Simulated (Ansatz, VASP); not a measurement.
## SnSe2 in two plane-wave programs

Wanted: the spread between two codes on one cell, functional and k mesh. The cell is taken from a series of runs on this material, whose earlier steps may have relaxed, scaled, displaced or heated it; both programs get it as it stands.

Main program and level: Ansatz 0.2.0; plane waves, with VASP 6.6.1 beside it; PBE.

## (1) Starting point

The cell holds 9 atoms: 3 Sn and 6 Se. Its edges and angles: a = 3.794 Å, b = 10.038 Å, c = 30.460 Å, α = 90.0°, β = 90.0°, γ = 79.1°. It derives from SnSe2. Vacuum lies along c.

## (2) VASP: single point, PBE, pair 1

A single point takes one fixed geometry, so differences don't come from the geometry; what else differs is listed under the comparison.

Lines of VASP's logs that name or quote its potential files are left out, and so is its time.

Input file INCAR:

```
SYSTEM = SnSe2
PREC = Accurate
ENCUT = 400
EDIFF = 1E-06
NELM = 120
ISMEAR = 0
SIGMA = 0.1
LREAL = .FALSE.
ALGO = Normal
GGA = PE
NBANDS = 48
LORBIT = 11
LWAVE = .FALSE.
LCHARG = .FALSE.
ISIF = 2
LDIPOL = .TRUE.
IDIPOL = 3
DIPOL = 0.5 0.5 0.328
LVHAR = .TRUE.
LASPH = .TRUE.
GGA_COMPAT = .FALSE.
NELMDL = -8
KPAR = 2
```

Input file POSCAR:

```
SnSe2
1.0
    3.7941949000      0.0000000000      0.0000000000
    1.8970974500      9.8576075110      0.0000000000
    0.0000000000      0.0000000000     30.4600000000
Sn Se
3 6
Direct
    0.8888888889      0.2222222222      0.3282994091
    0.2222222222      0.5555555556      0.3282994091
    0.5555555556      0.8888888889      0.3282994091
    0.4233596024      0.1111111111      0.3849452770
    0.7806354248      0.4444444444      0.3849452770
    0.1293384098      0.7777777778      0.3849452770
    0.4655292864      0.1111111111      0.2716535412
    0.7749201308      0.4444444444      0.2716535412
    0.0928838124      0.7777777778      0.2716535412
```

Input file KPOINTS:

```
Automatic mesh
0
Gamma
10 10 1
0 0 0
```

Potentials, in the order of the species: Sn_d and Se (PBE family, release 64).

Command:

```
$ mpirun -np 2 vasp_std
```

Numbers of over 12 decimals in the logs are rounded to 6 here.

The program printed:

```text
[banner, memory and clock lines left out]
running    2 mpi-ranks, on    1 nodes
 distrk:  each k-point on    1 cores,    2 groups
 distr:  one band on    1 cores,    1 groups

 POSCAR found type information on POSCAR SnSe
 POSCAR found :  2 types and       9 ions
 LDA part: xc-table for (Slater+PW92), standard interpolation
 POSCAR, INCAR and KPOINTS ok, starting setup
 FFT: planning ... GRIDC
 FFT: planning ... GRID_SOFT
 FFT: planning ... GRID
 WAVECAR not read
 entering main loop
       N       E                     dE             d eps       ncg     rms          rms(c)
DAV:   1     0.591918716581E+03    0.59192E+03   -0.26953E+04  3632   0.100E+03
DAV:   2     0.522732759139E+02   -0.53965E+03   -0.53039E+03  4152   0.247E+02
DAV:   3    -0.303441888239E+02   -0.82617E+02   -0.81774E+02  3592   0.113E+02
DAV:   4    -0.342390868785E+02   -0.38949E+01   -0.38759E+01  3672   0.289E+01
DAV:   5    -0.343488492908E+02   -0.10976E+00   -0.10969E+00  3888   0.452E+00
DAV:   6    -0.343523766896E+02   -0.35274E-02   -0.35271E-02  4152   0.841E-01
DAV:   7    -0.343524860903E+02   -0.10940E-03   -0.10939E-03  4272   0.138E-01
DAV:   8    -0.343524894954E+02   -0.34051E-05   -0.34046E-05  4328   0.217E-02    0.790E+00
DAV:   9    -0.333116197647E+02    0.10409E+01   -0.19588E+00  4040   0.101E+01    0.507E+00
DAV:  10    -0.332493237868E+02    0.62296E-01   -0.78592E-01  3736   0.347E+00    0.103E+00
DAV:  11    -0.332419492102E+02    0.73746E-02   -0.66759E-02  3856   0.182E+00    0.513E-01
DAV:  12    -0.332430678953E+02   -0.11187E-02   -0.71513E-03  3488   0.378E-01    0.139E-01
DAV:  13    -0.332432258185E+02   -0.15792E-03   -0.63149E-04  3904   0.175E-01    0.685E-02
DAV:  14    -0.332433876663E+02   -0.16185E-03   -0.28665E-04  3656   0.758E-02    0.184E-02
[...]
DAV:  18    -0.332436165138E+02   -0.85867E-04   -0.81684E-06  2840   0.868E-03    0.331E-03
DAV:  19    -0.332436351896E+02   -0.18676E-04   -0.98317E-07  2552   0.469E-03    0.280E-03
DAV:  20    -0.332436515178E+02   -0.16328E-04   -0.70410E-07  2464   0.296E-03    0.747E-04
DAV:  21    -0.332436561147E+02   -0.45968E-05   -0.99182E-08  2240   0.191E-03    0.358E-04
DAV:  22    -0.332436602443E+02   -0.41296E-05   -0.65120E-08  2224   0.137E-03    0.340E-04
DAV:  23    -0.332436620755E+02   -0.18313E-05   -0.22443E-08  2232   0.860E-04    0.277E-04
DAV:  24    -0.332436646091E+02   -0.25336E-05   -0.45655E-08  2232   0.757E-04    0.220E-04
DAV:  25    -0.332436651673E+02   -0.55821E-06   -0.19768E-08  2224   0.693E-04
   1 F= -.33243665E+02 E0= -.33239611E+02  d E =-.810902E-02
```

Parts of OUTCAR (step 2):

```text
ion  position               nearest neighbor table
   1  0.889  0.222  0.328-   4 2.73   7 2.73   8 2.79   5 2.79   7 2.84   4 2.84
   2  0.222  0.556  0.328-   8 2.78   5 2.78   9 2.79   6 2.79   8 2.80   5 2.80
   3  0.556  0.889  0.328-   9 2.74   6 2.74   7 2.79   4 2.79   6 2.84   9 2.84
   4  0.423  0.111  0.385-   1 2.73   3 2.79   1 2.84
   5  0.781  0.444  0.385-   2 2.78   1 2.79   2 2.80
   6  0.129  0.778  0.385-   3 2.74   2 2.79   3 2.84
   7  0.466  0.111  0.272-   1 2.73   3 2.79   1 2.84
   8  0.775  0.444  0.272-   2 2.78   1 2.79   2 2.80
   9  0.093  0.778  0.272-   3 2.74   2 2.79   3 2.84

  LATTYP: Found a base centered orthorhombic cell.
 ALAT       =     3.7941949000
 B/A-ratio  =     5.1961524227
 C/A-ratio  =     8.0280535931

 Subroutine GETGRP returns: Found  2 space group operations
 (whereof  1 operations were pure point group operations)

The static configuration has the point symmetry C_1 .
 The point group associated with its full space group is C_2 .

 Found     31 irreducible k-points:

   k-points           NKPTS =     31   k-points in BZ     NKDIM =     31   number of bands    NBANDS=     48

   dimension x,y,z NGX =    28 NGY =   70 NGZ =  200
   dimension x,y,z NGXF=    56 NGYF=  140 NGZF=  400

   ENCUT  =  400.0 eV  29.40 Ry    5.42 a.u.   6.19 16.37 49.67*2*pi/ulx,y,z

   NELECT =      78.0000    total number of electrons

 k-points in reciprocal lattice and weights: Automatic mesh
   0.00000000  0.00000000  0.00000000       0.010
   0.10000000 -0.00000000  0.00000000       0.040
   0.20000000 -0.00000000  0.00000000       0.040
   0.30000000 -0.00000000  0.00000000       0.040
   0.40000000 -0.00000000  0.00000000       0.040
   0.50000000  0.00000000  0.00000000       0.020
   0.00000000  0.10000000  0.00000000       0.020
   0.20000000  0.10000000  0.00000000       0.020
   0.30000000  0.10000000  0.00000000       0.040
[...]
-0.10000000  0.40000000  0.00000000       0.040
   0.00000000  0.50000000  0.00000000       0.010

 dipolmoment           0.000000      0.000000      0.000001 electrons x Angstroem

 average (electrostatic) potential at core
       1-110.9224       2-110.9164       3-110.9206       4 -61.4063       5 -61.3865
       6 -61.3978       7 -61.4063       8 -61.3865       9 -61.3978

 E-fermi :  -3.5332

 k-point     1 :       0.0000    0.0000    0.0000
  band No.  band energies     occupation
    ...
     35      -4.2740      2.00000
     36      -4.1162      2.00000
     37      -4.1028      2.00000
     38      -3.6036      1.68022
     39      -3.5547      1.23886
     40      -3.0563      0.00000
     41      -2.9639      0.00000
     42      -2.9309      0.00000
     43      -0.8483      0.00000
     44      -0.8413      0.00000
    ...

 k-point     2 :       0.1000   -0.0000    0.0000
  band No.  band energies     occupation
    ...
     35      -4.4525      2.00000
     36      -4.2610      2.00000
     37      -4.2264      2.00000
     38      -4.0142      2.00000
     39      -3.6211      1.78618
     40      -2.7539      0.00000
     41      -2.5708      0.00000
     42      -2.5535      0.00000
     43      -0.6699      0.00000
     44      -0.5470      0.00000
    ...

 k-point     3 :       0.2000   -0.0000    0.0000
  band No.  band energies     occupation
    ...
     35      -4.7509      2.00000
     36      -4.6156      2.00000
     37      -4.2684      2.00000
     38      -4.1177      2.00000
     39      -3.8164      1.99994
     40      -2.5933      0.00000
     41      -2.3624      0.00000
     42      -2.1475      0.00000
     43      -0.5758      0.00000
     44      -0.2853      0.00000
    ...

  Total        0.2356348      0.0665473     -0.0669173      0.0000000      0.0000000      0.0237448
  in kB        0.3313820      0.0935879     -0.0941083      0.0000000      0.0000000      0.0333932
  external PRESSURE =       0.1102872 kB  Pullay stress =       0.0000000 kB

  energy-cutoff  :      400.00
  volume of cell :     1139.26
      direct lattice vectors                 reciprocal lattice vectors
     3.794194900  0.000000000  0.000000000     0.263560525 -0.050722247  0.000000000
     1.897097450  9.857607511  0.000000000     0.000000000  0.101444493  0.000000000
     0.000000000  0.000000000 30.460000000     0.000000000  0.000000000  0.032829941

 POSITION                                       TOTAL-FORCE (eV/Angst)
 -----------------------------------------------------------------------------------
      3.79419      2.19058     10.00000        -0.000000      0.039908      0.000000
      1.89710      5.47645     10.00000        -0.000000     -0.005352      0.000000
      3.79419      8.76232     10.00000        -0.000000      0.010273      0.000000
      1.81710      1.09529     11.72543        -0.083564     -0.014150     -0.001244
      3.80504      4.38116     11.72543         0.013897     -0.005349      0.008331
      1.96626      7.66703     11.72543         0.076348     -0.002916     -0.001346
      1.97710      1.09529      8.27457         0.083564     -0.014150      0.001244
      3.78335      4.38116      8.27457        -0.013897     -0.005349     -0.008331
      1.82794      7.66703      8.27457        -0.076348     -0.002916      0.001346
 -----------------------------------------------------------------------------------
    total drift:                                0.000019      0.000004     -0.000103

  FREE ENERGIE OF THE ION-ELECTRON SYSTEM (eV)
  ---------------------------------------------------
  free  energy   TOTEN  =       -33.2436651673 eV

  energy  without entropy=      -33.2355561461  energy(sigma->0) =      -33.23961066

 vacuum level on the upper side and lower side of the slab         2.085         2.085

 total charge
# of ion       s       p       d       tot
------------------------------------------
    1        1.082   0.947  10.062  12.091
    2        1.081   0.944  10.062  12.087
    3        1.082   0.945  10.062  12.090
    4        1.489   2.273   0.023   3.786
    5        1.489   2.274   0.023   3.786
    6        1.489   2.274   0.023   3.786
    7        1.489   2.273   0.023   3.786
    8        1.489   2.274   0.023   3.786
    9        1.489   2.274   0.023   3.786
--------------------------------------------------
tot         12.179  16.479  30.325  58.983

[... 3 further parts left out ...]
```

The run ends at a pressure of 0.01 GPa, with forces up to 0.085 eV/Å.

## (3) Ansatz: single point, PBE, pair 1

Ansatz runs on its PAW soft_1 files.

The same cell, functional, mesh and smearing now go to Ansatz, which takes its cutoff from its data sets.

Input file input.yaml:

```yaml
crystal:
  lattice:
    - [3.7941949, 0.0, 0.0]
    - [1.89709745, 9.857607511, 0.0]
    - [0.0, 0.0, 30.46]
  atoms:
    - { symbol: Sn, position: [0.8888888889, 0.2222222222, 0.3282994091] }
    - { symbol: Sn, position: [0.2222222222, 0.5555555556, 0.3282994091] }
    - { symbol: Sn, position: [0.5555555556, 0.8888888889, 0.3282994091] }
    - { symbol: Se, position: [0.4233596024, 0.1111111111, 0.384945277] }
    - { symbol: Se, position: [0.7806354248, 0.4444444444, 0.384945277] }
    - { symbol: Se, position: [0.1293384098, 0.7777777778, 0.384945277] }
    - { symbol: Se, position: [0.4655292864, 0.1111111111, 0.2716535412] }
    - { symbol: Se, position: [0.7749201308, 0.4444444444, 0.2716535412] }
    - { symbol: Se, position: [0.0928838124, 0.7777777778, 0.2716535412] }
  periodic: [true, true, false]
kpoints:
  mp_grid: { grid: [10, 10, 1] }
hamiltonian:
  xc: pbe
  pseudopotentials: { kind: paw, azcp: { folder: soft_1 } }
scf:
  occupations: { method: gaussian, width: 0.1 }
output:
  forces: true
  stress: true
  eigenvalues: true
```

Command:

```
$ ansatz run input.yaml --threads 4 --pin off --max-ram 16384MiB --backend cpu --events-out ev --progress --plain --runs-dir out
```

The program printed:

```text
Engine: ansatz 0.2.0, aarch64-unknown-linux-gnu
Pseudopotentials: kind: paw
Pseudopotential: Sn, paw, valence charge 14, recommended cutoff 420 eV (normal), soft_1/Sn.paw.azcp
Pseudopotential: Se, paw, valence charge 16, recommended cutoff 420 eV (normal), soft_1/Se.paw.azcp
Functional definition: PBE
  parameter kappa = 0.804
  parameter beta = 0.066725
  exchange = pbe_x(kappa = kappa, mu = beta*pi^2/3)
  correlation = pbe_c(beta = beta)
Crystal: 9 atoms, lattice volume = 1139.255 Å³
Basis set: ecut = 420 eV, 22335 PW (Γ), exchange–correlation on 54×144×432 points (8 copies of the dense FFT grid, shifted against one another)
Bands: 83, of which v1, the nominal top of the filled ones, is band 69 counted from 1 (68 counted from 0)
Symmetry: 2 space group operations
Space group: C2 (ITA 5), of the structure as read, at distance tolerance 1.0e-4 Å
k-points: 31 of 100 (time reversal used)
Non-local potential: Sn, projectors of the file, l = 0: 2, l = 1: 2, l = 2: 2, l = 3: 1
Non-local potential: Se, projectors of the file, l = 0: 2, l = 1: 2, l = 2: 3, l = 3: 1
PAW form: soft (Blöchl's): semilocal exchange-correlation on the pseudo side does not see the compensation charge
PAW one-centre angular grid: Sn, 590 points (default); XC on 64 Gauss nodes
PAW one-centre angular grid: Se, 590 points (default); XC on 64 Gauss nodes
Initial density: superposition of atomic densities (neutral atoms: chi_scale 0, normalization atom)
Initial wavefunctions: pseudopotential atomic-orbital guess
Functional: x = pbe(κ = 0.804, μ = 0.219515), c = pbe(β = 0.066725)
iter 1 solved again at ethr=2.96e-3 eV; its pass at ethr=3.10e-3 eV (dr2=4.09e0 eV) is discarded
SCF iter   1: F=—  HF=-50889.241727 eV  |F-HF|=—  |Δ(HF+E_count)|=         —  Δρ=1.40e-2  dr2=4.12e0  ethr=2.96e-3  ⟨swp⟩=2.4  Hψ=14779  notcnv=0
preconditioner: auto → Resta (q_TF=auto, 1.919 Å⁻¹)  ε∞=1.7  [insulator: Δε(μ)=0.390 eV  Ē_g=9.300 eV  σ=0.100 eV  W_gap=0.99  n_scr=120 (ndim 8)  ℏωp=7.6 eV  f_vac=0.761  D(μ)=0.01/eV (n_scr^D=0)  ε∞_Penn≈1.7  vacuum switching on, ρ_ref=6.3e-3 e/Å³]
SCF iter   2: F=—  HF=-50888.214324 eV  |F-HF|=—  |Δ(HF+E_count)|=    1.03e0  Δρ=6.01e-3  dr2=6.26e-1  ethr=2.96e-3  ⟨swp⟩=4.8  Hψ=4854  notcnv=0  defer=3
preconditioner: auto → LDOS  [metal: Δε(μ)=0.023 eV  Ē_g=9.028 eV  σ=0.100 eV  W_gap=0.13  n_scr=120 (ndim 8)  ℏωp=7.6 eV  f_vac=0.763  D(μ)=1.81/eV (n_scr^D=4)  β→1.0]
SCF iter   3: F=—  HF=-50888.167606 eV  |F-HF|=—  |Δ(HF+E_count)|=   4.67e-2  Δρ=2.78e-3  dr2=3.25e-1  ethr=4.53e-4  ⟨swp⟩=4.1  Hψ=6258  notcnv=0  defer=253
SCF iter   4: F=—  HF=-50888.101959 eV  |F-HF|=—  |Δ(HF+E_count)|=   6.56e-2  Δρ=7.25e-4  dr2=1.30e-2  ethr=2.35e-4  ⟨swp⟩=3.0  Hψ=3424  notcnv=0  defer=253
SCF iter   5: F=—  HF=-50888.100089 eV  |F-HF|=—  |Δ(HF+E_count)|=   1.87e-3  Δρ=1.51e-4  dr2=1.49e-4  ethr=9.46e-6  ⟨swp⟩=3.2  Hψ=3803  notcnv=0  defer=253
SCF iter   6: F=—  HF=-50888.100141 eV  |F-HF|=—  |Δ(HF+E_count)|=   5.24e-5  Δρ=5.44e-5  dr2=2.21e-5  ethr=1.08e-7  ⟨swp⟩=3.5  Hψ=5393  notcnv=0  defer=253
SCF iter   7: F=—  HF=-50888.100222 eV  |F-HF|=—  |Δ(HF+E_count)|=   8.11e-5  Δρ=6.46e-6  dr2=5.05e-7  ethr=1.60e-8  ⟨swp⟩=3.3  Hψ=4030  notcnv=0  defer=253
SCF iter   8: F=-50888.100223 eV  HF=-50888.100223 eV  |F-HF|=2.93e-8  |Δ(HF+E_count)|=   7.28e-7  Δρ=2.34e-6  dr2=9.27e-8  ethr=7.25e-11  ⟨swp⟩=21.6  Hψ=17120  notcnv=0
SCF 1 converged in 8 iterations: F = -50888.100223 eV  dr2 = 9.27e-8
  greatest PAW one-centre occupation: 1.000 electrons in one spin orbital (limit 2), on the Se atom at site 3 (counted from 0), in its partial waves of l = 2
SCF converged after 8 iterations
Free energy (F): -50888.100223 eV
Harris-Foulkes:  -50888.100223 eV  (|F-HF|=2.93e-8)
Internal energy: -50888.092193 eV  (E = F + TS)
E sigma→0 (E₀):  -50888.096208 eV
Entropy (-TS):   -0.008030 eV (-0.892 meV/atom)
Fermi energy:    -5.616821 eV
--- Per-component energies (eV) ---
  E_band       = -4510.027375
  E_kinetic    = 1163.913153
  E_local      = -289803.066650  (includes V_loc(G=0)·N_el)
  E_nonlocal   = -1690.845219
  E_hartree    = 144352.428257
  E_xc         = -882.857507
  E_vxc        = -776.086337  (∫ρ·V_xc dr)
  E_paw        = -25894.603581  (= ΣΔE_a)
  E_vpaw       = -2108.807913  (= ΣTr[D̂ρ^β])
  E_aug_tail   = -0.001325  (compensation charges beyond the density's cutoff)
  E_ewald      = 121866.940680
  E_smearing   = -0.008030  (= −TS)
  E_closure    = 0.000000  (closes the sum)
  Σ components = -50888.100223   (vs F -50888.100223, Δ=0.00e0)
--- Forces (eV/Å), atoms counted from 1 ---
  atom   1  Sn    -0.00000000     0.03992497     0.00000000
  atom   2  Sn    -0.00000000    -0.00549349     0.00000000
  atom   3  Sn    -0.00000000     0.01036956     0.00000000
  atom   4  Se    -0.08256796    -0.01407453    -0.01610303
  atom   5  Se     0.01381006    -0.00548393    -0.00669548
  atom   6  Se     0.07547157    -0.00284405    -0.01620538
  atom   7  Se     0.08256796    -0.01407453     0.01610303
  atom   8  Se    -0.01381006    -0.00548393     0.00669548
  atom   9  Se    -0.07547157    -0.00284405     0.01620538
  max |Σ_I F_I| component: 3.98e-6 eV/Å
--- 2D stress c σ (N/m, compression-positive) ---
        0.096069       0.000000       0.000000
        0.000000       0.024261       0.000000
        0.000000       0.000000       0.000000
  P = ½ c Tr σ = 0.0602 N/m
--- Band table (eV; the first three rows and the last of 31) ---
  k-point 0: bands = [... 65 lower, -6.2002, -6.1866, -5.6876, -5.6391, -5.1355, -5.0463, -5.0136, -2.9290, ... 10 higher]
  k-point 1: bands = [... 65 lower, -6.2484, -6.1373, -5.7132, -5.6973, -5.2074, -5.0243, -4.8379, -3.0488, ... 10 higher]
  k-point 2: bands = [... 65 lower, -6.2459, -6.0761, -5.9128, -5.7252, -5.3557, -4.7914, -4.6469, -3.1549, ... 10 higher]
  k-point 30: bands = [... 65 lower, -6.5270, -6.1666, -6.1497, -6.1256, -5.4168, -5.2490, -4.7178, -3.1643, ... 10 higher]
  ° read free of the cell's end (the report's vacuum.weakly_bound_levels)
```

## (4) Differences

Known differences besides the potentials themselves: Ansatz cuts the interaction across the vacuum, VASP repeats the sheet with a dipole correction (LDIPOL); the data sets hold 138 valence electrons in Ansatz (on its PAW soft_1 files) and 78 in VASP; the cutoff is 420 eV in Ansatz and 400 eV in VASP. Total energies have different zeros and are not compared.

Forces (eV/Å; atoms numbered as in POSCAR):

```
atom          Ansatz x, y, z            VASP x, y, z
 Sn1     0.000, 0.040, 0.000     0.000, 0.040, 0.000
 Sn2    0.000, -0.005, 0.000    0.000, -0.005, 0.000
 Sn3     0.000, 0.010, 0.000     0.000, 0.010, 0.000
 Se4  -0.083, -0.014, -0.016  -0.084, -0.014, -0.001
 Se5   0.014, -0.005, -0.007    0.014, -0.005, 0.008
 Se6   0.075, -0.003, -0.016   0.076, -0.003, -0.001
 Se7    0.083, -0.014, 0.016    0.084, -0.014, 0.001
 Se8   -0.014, -0.005, 0.007  -0.014, -0.005, -0.008
 Se9   -0.075, -0.003, 0.016   -0.076, -0.003, 0.001
```

The forces differ by 7.0 meV/Å r.m.s., which is 21.7 % of the r.m.s. force of 0.032 eV/Å (both taken over all components). Where the cell holds vacuum, a pressure given here is an average over it and none of the material.

(Continued in part 2 of 2.)

[Lines on the potential files, build, host, timing and source positions are cut from VASP's logs without a mark.]

[Logs are printed without paths, hosts, clocks, repeated set-up lines and the standing remarks that a program may print on its own settings, such as how far it seeks lower states.]

[Hosts, paths, dates, database ids (printed as entryN), source tags and the programs' standing remarks are cut or masked in the printed files.]
